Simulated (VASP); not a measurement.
An input for Quantum ESPRESSO's pw.x (written as the equivalent of a VASP run, and not itself run):

```
&CONTROL
  calculation = 'scf'
  pseudo_dir = './pseudo'
  outdir = './out'
  tprnfor = .true.
  tstress = .true.
/
&SYSTEM
  ibrav = 0
  nat = 2
  ntyp = 2
  ecutwfc = 84
  occupations = 'smearing'
  smearing = 'gaussian'
  degauss = 0.003675
  input_dft = 'pbe'
  vdw_corr = 'grimme-d3'
  dftd3_version = 3
  dftd3_threebody = .false.
/
&ELECTRONS
  conv_thr = 7.3e-09
  electron_maxstep = 100
/
ATOMIC_SPECIES
  Ga 69.723 Ga.upf
  As 74.922 As.upf
CELL_PARAMETERS angstrom
     0.0000000    2.8823682    2.8823682
     2.8823682    0.0000000    2.8823682
     2.8823682    2.8823682    0.0000000
ATOMIC_POSITIONS crystal
  Ga   0.0000000  0.0000000  0.0000000
  As   0.2500000  0.2500000  0.2500000
K_POINTS automatic
  8 8 8 0 0 0
```

### Question
Translate this input to VASP (INCAR, KPOINTS, POSCAR, choice of POTCAR).

### Answer
One answer among several that fit: 
POSCAR:
```
GaAs
1.0
  0.0000000000   2.8823682095   2.8823682095
  2.8823682095   0.0000000000   2.8823682095
  2.8823682095   2.8823682095   0.0000000000
Ga As
1 1
Cart
  0.0000000000   0.0000000000   0.0000000000
  1.4411841048   1.4411841048   1.4411841048
```

**INCAR**
```
# general
SYSTEM  = GaAs
PREC    = Accurate
ENCUT   = 520
LREAL   = .False.
LASPH   = .True.

# electronic loop
EDIFF   = 1E-7
NELM    = 100
ALGO    = Normal
LMAXMIX = 4

# smearing
ISMEAR  = 0
SIGMA   = 0.05

# functional
GGA     = PE
IVDW    = 11

# ions
ISIF    = 2

# output
LWAVE   = .False.
LCHARG  = .False.
```

### KPOINTS
```
Automatic mesh
0
Gamma
8 8 8
0 0 0
```

POTCAR, in this order: Ga_d As (PBE.64 set). Program: vasp_std.

The two are equivalent in intent, not identical: the potentials are each code's own (VASP's PAW set, PseudoDojo norm-conserving files in pw.x), so ENCUT and ecutwfc are chosen apart and not converted; conv_thr bounds pw.x's estimated SCF error, while EDIFF bounds the energy change between steps.

The compound is GaAs in the zinc blende structure. This cell is one point of a volume scan, at 1.03 of the reference volume.
